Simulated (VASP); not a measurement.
# A VASP study of MgO (PBE + D3(BJ)): structure first, properties next, part 5 of 6

Aim: relax MgO with PBE + D3(BJ), compute its properties on that cell and hold them against experiment. The start is a cell from a database of measured crystal structures.

VASP 6.6.1, plane waves and PAW; the level of theory is named at each step.

So far. Step 7 (Dielectric tensor and Born charges (PBE + D3(BJ))): The Born charges sum to zero; the printed set may have that rule imposed, so this is no test. Born charges and mode vectors give each infrared mode its dipole; summed over the modes, dipole squared over frequency squared adds 6.57 to the electronic 3.12, for a mean static constant of 9.69. The relaxed cell has a = 4.201 Å (conventional setting).

### Step 9. Core levels (PBE + D3(BJ))

Level of this step: PBE with D3(BJ); plane waves and PAW (Mg, O) (VASP).

ICORELEVEL = 1 prints the core eigenvalues in the potential of the ground state.

Input file INCAR:

```
SYSTEM = MgO
PREC = Accurate
ENCUT = 520
EDIFF = 1E-06
NELM = 100
ISMEAR = 0
SIGMA = 0.05
LREAL = .FALSE.
ALGO = Normal
GGA = PE
IVDW = 12
NBANDS = 10
LORBIT = 11
LWAVE = .FALSE.
LCHARG = .FALSE.
KPAR = 2
ICORELEVEL = 1
```

Input file POSCAR:

```
MgO
1.0
    0.0000000000      2.1006853663      2.1006853663
    2.1006853663      0.0000000000      2.1006853663
    2.1006853663      2.1006853663      0.0000000000
Mg O
1 1
Direct
    0.0000000000      0.0000000000      0.0000000000
    0.5000000000      0.5000000000      0.5000000000
```

Input file KPOINTS:

```
Automatic mesh
0
Gamma
9 9 9
0 0 0
```

The projector-augmented-wave data sets are Mg and O (PBE family, release 64).

Run with:

```
mpirun -np 2 vasp_std
```

The log of the run:

```text
[... set-up lines as in an earlier step ...]
 entering main loop
       N       E                     dE             d eps       ncg     rms          rms(c)
[... 10 cycles as in an earlier step ...]
DAV:  11    -0.119013036401E+02   -0.14092E-05   -0.15962E-06   774   0.116E-02    0.512E-03
DAV:  12    -0.119013035393E+02    0.10083E-06   -0.63764E-07   392   0.684E-03
   1 F= -.12492141E+02 E0= -.12492141E+02  d E =-.150160E-12
```

Elapsed: 7.2 s, on 2 MPI ranks of AMD EPYC 7R43, shared host; peak memory 0.23 GiB.

From OUTCAR (step 9):

```text
   NELECT =       8.0000    total number of electrons

 the core state eigenenergies are
   1-  1s  -1248.5959  2s    -69.0615  2p    -35.8148
   2-  1s   -499.8734

 E-fermi :   3.4707

 Edisp (eV)   -0.59084

  Total      -0.00044    -0.00044    -0.00044     0.00000     0.00000    -0.00000
  in kB      -0.03833    -0.03833    -0.03833     0.00000     0.00000    -0.00000
  external pressure =       -0.04 kB  Pullay stress =        0.00 kB

  FREE ENERGIE OF THE ION-ELECTRON SYSTEM (eV)
  ---------------------------------------------------
  free  energy   TOTEN  =       -12.4921413567 eV

  energy  without entropy=      -12.4921413567  energy(sigma->0) =      -12.49214136

[... 16 parts as in an earlier step ...]

[... 2 further parts left out ...]
```

These are scalar-relativistic Kohn-Sham levels of the ground state, with no core hole, so they are not binding energies.

This step gave:

- bands: 10
- irreducible k-points: 35
- Fermi energy: 3.471 eV
- pressure: -0.003833 GPa

Kohn-Sham core levels. Core levels, by row:

| atom | shell | level below the valence-band top (eV) |
| --- | --- | --- |
| Mg1 | 1s | 1252 |
| Mg1 | 2s | 72.31 |
| Mg1 | 2p | 39.06 |
| O2 | 1s | 503.1 |

### Step 10. Starting orbitals for the hybrid

This step: PBE; plane waves and PAW (Mg, O) (VASP 6.6.1).

A hybrid converges badly from random orbitals, so a cheap semilocal run writes a WAVECAR on the same mesh first.

Input file INCAR:

```
SYSTEM = MgO
PREC = Accurate
ENCUT = 520
EDIFF = 1E-05
NELM = 100
ISMEAR = 0
SIGMA = 0.05
LREAL = .FALSE.
ALGO = Normal
GGA = PE
NBANDS = 10
LORBIT = 11
LWAVE = .TRUE.
LCHARG = .FALSE.
KPAR = 2
```

POSCAR is that of step 9.

Input file KPOINTS:

```
Automatic mesh
0
Gamma
6 6 6
0 0 0
```

Run with:

```
mpirun -np 2 vasp_std
```

The log of the run:

```text
[... set-up lines as in an earlier step ...]
 entering main loop
       N       E                     dE             d eps       ncg     rms          rms(c)
DAV:   1     0.137402827644E+02    0.13740E+02   -0.46200E+03   344   0.710E+02
DAV:   2    -0.128771631274E+02   -0.26617E+02   -0.25207E+02   360   0.137E+02
DAV:   3    -0.134619062030E+02   -0.58474E+00   -0.58436E+00   372   0.187E+01
DAV:   4    -0.134631492965E+02   -0.12431E-02   -0.12431E-02   342   0.101E+00
DAV:   5    -0.134631531937E+02   -0.38973E-05   -0.38972E-05   362   0.569E-02    0.723E+00
DAV:   6    -0.119187685854E+02    0.15444E+01   -0.90340E+00   322   0.179E+01    0.223E+00
DAV:   7    -0.119063500774E+02    0.12419E-01   -0.45890E-02   332   0.213E+00    0.133E+00
DAV:   8    -0.119011605590E+02    0.51895E-02   -0.25562E-02   324   0.198E+00    0.198E-01
DAV:   9    -0.119009480430E+02    0.21252E-03   -0.32411E-04   350   0.138E-01    0.119E-01
DAV:  10    -0.119009837103E+02   -0.35667E-04   -0.37387E-04   338   0.157E-01    0.758E-03
DAV:  11    -0.119009850471E+02   -0.13368E-05   -0.14285E-06   174   0.112E-02
   1 F= -.11900985E+02 E0= -.11900985E+02  d E =-.821281E-13
 writing wavefunctions
```

Run time: 4 s. Hardware: 2 MPI ranks; peak memory 0.19 GiB.

From OUTCAR (step 10):

```text
   k-points           NKPTS =     16   k-points in BZ     NKDIM =     16   number of bands    NBANDS=     10

   NELECT =       8.0000    total number of electrons

 E-fermi :   3.4814

 k-point     1 :       0.0000    0.0000    0.0000
  band No.  band energies     occupation
      1     -14.0577      2.00000
      2       3.2454      2.00000
      3       3.2454      2.00000
      4       3.2454      2.00000
      5       8.0455      0.00000
      6      19.0874      0.00000
      7      19.0874      0.00000
      8      19.0874      0.00000
      9      23.0235      0.00000
    ...

  Total        0.6033523      0.6033523      0.6033523      0.0000000      0.0000000     -0.0000000
  in kB       52.1396992     52.1396992     52.1396992      0.0000000      0.0000000     -0.0000000
  external PRESSURE =      52.1396992 kB  Pullay stress =       0.0000000 kB

  FREE ENERGIE OF THE ION-ELECTRON SYSTEM (eV)
  ---------------------------------------------------
  free  energy   TOTEN  =       -11.9009850471 eV

  energy  without entropy=      -11.9009850471  energy(sigma->0) =      -11.90098505

[... 8 parts as in an earlier step ...]

[... 9 further parts left out ...]
```

At this level the cell is under a pressure of 5.2 GPa, so at these settings it is away from equilibrium.

A gap read on the k-mesh alone can miss the band edges.

This step gave:

| Item | Value |
| --- | --- |
| SCF cycles | 11 |
| irreducible k-points | 16 |
| free energy (TOTEN) | -11.90 eV |
| Fermi energy | 3.481 eV |
| pressure | 5.214 GPa |
| gap on the k-mesh | 4.800 eV |
| least direct gap on the k-mesh | 4.800 eV |

### Step 11. Bands along the symmetry lines (HSE06)

This step: HSE06; plane waves and PAW (Mg, O) (VASP 6.6.1).

HSE06 mixes in a quarter of exact exchange at short range, at far higher cost; in semiconductors this cures much of the gap error, while metals seldom gain.

Input file INCAR:

```
SYSTEM = MgO
PREC = Accurate
ENCUT = 520
EDIFF = 1E-06
NELM = 100
ISMEAR = 0
SIGMA = 0.05
LREAL = .FALSE.
ALGO = Normal
LHFCALC = .TRUE.
AEXX = 0.25
GGA = PE
HFSCREEN = 0.2
LASPH = .TRUE.
NBANDS = 10
PRECFOCK = Fast
LORBIT = 11
LWAVE = .FALSE.
LCHARG = .FALSE.
KPAR = 2
```

POSCAR is that of step 10.

KPOINTS is that of step 10.

Input file KPOINTS_OPT:

```
Line mode
6
Line-mode
Reciprocal
  0.00000000   0.00000000   0.00000000 GAMMA
  0.50000000   0.00000000   0.50000000 X

  0.50000000   0.00000000   0.50000000 X
  0.50000000   0.25000000   0.75000000 W

  0.50000000   0.25000000   0.75000000 W
  0.37500000   0.37500000   0.75000000 K

  0.37500000   0.37500000   0.75000000 K
  0.00000000   0.00000000   0.00000000 GAMMA

  0.00000000   0.00000000   0.00000000 GAMMA
  0.50000000   0.50000000   0.50000000 L

  0.50000000   0.50000000   0.50000000 L
  0.62500000   0.25000000   0.62500000 U

  0.62500000   0.25000000   0.62500000 U
  0.50000000   0.25000000   0.75000000 W

  0.50000000   0.25000000   0.75000000 W
  0.50000000   0.50000000   0.50000000 L

  0.50000000   0.50000000   0.50000000 L
  0.37500000   0.37500000   0.75000000 K

  0.62500000   0.25000000   0.62500000 U
  0.50000000   0.00000000   0.50000000 X
```

The WAVECAR or CHGCAR of an earlier step is read.

Run with:

```
mpirun -np 2 vasp_std
```

The log of the run:

```text
[banner, memory and clock lines left out]
running    2 mpi-ranks, on    1 nodes
 distrk:  each k-point on    1 cores,    2 groups
 distr:  one band on    1 cores,    1 groups

 POSCAR found type information on POSCAR MgO
 POSCAR found :  2 types and       2 ions
 LDA part: xc-table for (Slater+PW92), standard interpolation
 found WAVECAR, reading the header
 POSCAR, INCAR and KPOINTS ok, starting setup
 FFT: planning ... GRIDC
 FFT: planning ... GRID_SOFT
 FFT: planning ... GRID
 reading WAVECAR
 the WAVECAR file was read successfully
 initial charge from wavefunction
 entering main loop
       N       E                     dE             d eps       ncg     rms          rms(c)
DAV:   1    -0.142307105692E+02   -0.14231E+02   -0.33468E-01   320   0.405E+00    0.287E-01
DAV:   2    -0.142320585770E+02   -0.13480E-02   -0.24137E-03   336   0.430E-01    0.201E-01
DAV:   3    -0.142316034459E+02    0.45513E-03   -0.39454E-04   334   0.124E-01    0.128E-01
DAV:   4    -0.142314620428E+02    0.14140E-03   -0.57633E-05   324   0.731E-02    0.780E-02
DAV:   5    -0.142314113645E+02    0.50678E-04   -0.17988E-05   322   0.526E-02    0.445E-02
DAV:   6    -0.142313948688E+02    0.16496E-04   -0.64681E-06   320   0.309E-02    0.255E-02
DAV:   7    -0.142313895102E+02    0.53586E-05   -0.22016E-06   324   0.167E-02    0.150E-02
DAV:   8    -0.142313877371E+02    0.17731E-05   -0.82870E-07   160   0.996E-03    0.902E-03
DAV:   9    -0.142313871615E+02    0.57558E-06   -0.33013E-07   162   0.698E-03
   1 F= -.14231387E+02 E0= -.14231387E+02  d E =-.218560E-13
 Start KPOINTS_OPT (optional k-point list driver)
k-point batch [1-16\60]
       N       E                     dE             ncg
DAV:   1    -0.587321217432E+02   -0.52498E+04      376
DAV:   2    -0.501596326655E+03   -0.44286E+03      354
DAV:   3    -0.514474720940E+03   -0.12878E+02      364
DAV:   4    -0.514580301381E+03   -0.10558E+00      362
DAV:   5    -0.514580552931E+03   -0.25155E-03      362
DAV:   6    -0.514580554010E+03   -0.10790E-05      380
DAV:   7    -0.514580554016E+03   -0.55093E-08      260
[...]
k-point batch [49-60\60]
       N       E                     dE             ncg
DAV:   1     0.127244840159E+04   -0.44299E+04      264
DAV:   2     0.899541057589E+03   -0.37291E+03      272
DAV:   3     0.888763419355E+03   -0.10778E+02      274
DAV:   4     0.888682599897E+03   -0.80819E-01      280
DAV:   5     0.888682401646E+03   -0.19825E-03      290
DAV:   6     0.888682401000E+03   -0.64621E-06      282
```

Run time: 11 min. Hardware: 2 MPI ranks; peak memory 0.43 GiB.

From OUTCAR (step 11):

```text
   k-points           NKPTS =     16   k-points in BZ     NKDIM =    216   number of bands    NBANDS=     10

   NELECT =       8.0000    total number of electrons

  exchange ACFDT corr.  =         0.00000000  see jH, gK, PRB 81, 115126

 E-fermi :   2.2244

 k-point     1 :       0.0000    0.0000    0.0000
  band No.  band energies     occupation
      1     -16.8849      2.00000
      2       1.9815      2.00000
      3       1.9815      2.00000
      4       1.9815      2.00000
      5       8.5243      0.00000
      6      19.8056      0.00000
      7      19.8056      0.00000
      8      19.8056      0.00000
      9      23.7533      0.00000
    ...

 POSITION                                       TOTAL-FORCE (eV/Angst)
 -----------------------------------------------------------------------------------
      0.00000      0.00000      0.00000         0.000000      0.000000     -0.000000
      2.10069      2.10069      2.10069        -0.000000     -0.000000      0.000000
 -----------------------------------------------------------------------------------
    total drift:                                0.000564      0.001132      0.001092

  FREE ENERGIE OF THE ION-ELECTRON SYSTEM (eV)
  ---------------------------------------------------
  free  energy   TOTEN  =       -14.2313871615 eV

  energy  without entropy=      -14.2313871615  energy(sigma->0) =      -14.23138716

[... 7 parts as in an earlier step ...]

[... 9 further parts left out ...]
```

The PAW data sets were made with PBE, which is usual practice but a small mismatch for other functionals.

Numbers from this step:

```yaml
scf_cycles: 9
free_energy_toten: -14.23 eV
fermi_energy: 2.224 eV
least_gap_on_mesh_and_path: 6.543 eV
least_direct_gap_on_mesh_and_path: 6.543 eV
```

Electronic bands along the path, in eV, zero at the valence-band top; v1 is the highest filled band, c1 the lowest empty one:

| point | v3 | v2 | v1 | c1 | c2 |
| --- | --- | --- | --- | --- | --- |
| Γ | 0.00 | 0.00 | 0.00 | 6.54 | 17.82 |
| 0.60 of the way | -3.37 | -1.03 | -1.03 | 10.90 | 12.25 |
| X | -4.42 | -1.48 | -1.48 | 10.89 | 11.96 |
| 0.40 of the way | -4.21 | -1.87 | -1.63 | 11.53 | 12.58 |
| W | -3.19 | -3.19 | -1.91 | 13.74 | 13.74 |
| 0.40 of the way | -3.56 | -2.93 | -1.69 | 12.86 | 14.12 |
| K | -3.78 | -2.92 | -1.26 | 11.99 | 13.91 |
| 0.40 of the way | -3.58 | -1.80 | -0.60 | 11.02 | 13.82 |
| Γ | 0.00 | 0.00 | 0.00 | 6.54 | 17.82 |
| 0.60 of the way | -3.52 | -0.49 | -0.49 | 9.40 | 14.48 |
| L | -4.97 | -0.72 | -0.72 | 9.74 | 14.98 |
| 0.60 of the way | -4.26 | -2.24 | -1.00 | 11.61 | 14.45 |
| U | -3.78 | -2.92 | -1.26 | 11.99 | 13.91 |
| 0.60 of the way | -3.56 | -2.93 | -1.69 | 12.86 | 14.12 |
| W | -3.19 | -3.19 | -1.91 | 13.74 | 13.74 |
| 0.40 of the way | -4.05 | -2.45 | -1.25 | 12.21 | 14.25 |
| L | -4.97 | -0.72 | -0.72 | 9.74 | 14.98 |
| 0.40 of the way | -4.64 | -1.52 | -0.86 | 10.76 | 14.72 |
| K | -3.78 | -2.92 | -1.26 | 11.99 | 13.91 |
| jump to U | -3.78 | -2.92 | -1.26 | 11.99 | 13.91 |
| 0.40 of the way | -4.18 | -2.13 | -1.40 | 11.46 | 12.75 |
| X | -4.42 | -1.48 | -1.48 | 10.89 | 11.96 |

Of the projections kept (Mg, O), the largest for each band there; the rest of the weight can lie on other orbitals:

| point | v3 | v2 | v1 | c1 | c2 |
| --- | --- | --- | --- | --- | --- |
| Γ | O 0.98 | O 0.98 | O 0.98 | Mg 0.50 | Mg 1.00 |
| X | O 0.85 | O 0.93 | O 0.93 | Mg 1.00 | Mg 0.90 |
| W | O 0.88 | O 0.88 | O 0.90 | O 0.66 | O 0.66 |
| K | O 0.86 | O 0.87 | O 0.94 | Mg 0.71 | Mg 0.69 |
| Γ | O 0.98 | O 0.98 | O 0.98 | Mg 0.50 | Mg 1.00 |
| L | O 0.79 | O 0.96 | O 0.96 | Mg 0.63 | O 0.70 |

The electronic bands as a text plot (rows in eV, shown from -5.0 to 11.9 only):

```
   11.5 |      ++  +                         +             +  ++
   10.8 |    ++  ++         ++              +        ++   +     +
   10.1 |                                  +           + +
    9.4 |   +                 ++      +++++             +
    8.7 |                            +
    8.0 |
    7.3 | ++                    +  ++
    6.6 |+                       ++
    5.9 |
    5.2 |
    4.5 |
    3.8 |
    3.1 |
    2.4 |
    1.7 |
    1.0 |
    0.3 |*                       **
   -0.4 | ***               *****  ********             *
   -1.1 |    ****       ****  ***          *****    **** *******
   -1.8 |   *    *******    **       *      *   **** **   *    **
   -2.5 |           **        **             *      *      *  *
   -3.2 |    **       ******          **      ******        **
   -3.9 |      **  ***  ******               ****   *      ****
   -4.6 |        **                     *****        ******    **
         Γ       X    W  K        Γ      L     U  W     L   K|U X
```

The gap moves by +1.74 eV against PBE with D3(BJ), which ran on another mesh.

(Continued in part 6 of 6.)

[Lines on the potential files, build, host, timing and source positions are cut from VASP's logs without a mark.]

[Logs are printed without paths, hosts, clocks, repeated set-up lines and the standing remarks that a program may print on its own settings, such as how far it seeks lower states.]

[Hosts, paths, dates, database ids (printed as entryN), source tags and the programs' standing remarks are cut or masked in the printed files.]

[A measured line is paired with the nearest computed mode of its activity, which favours agreement.]
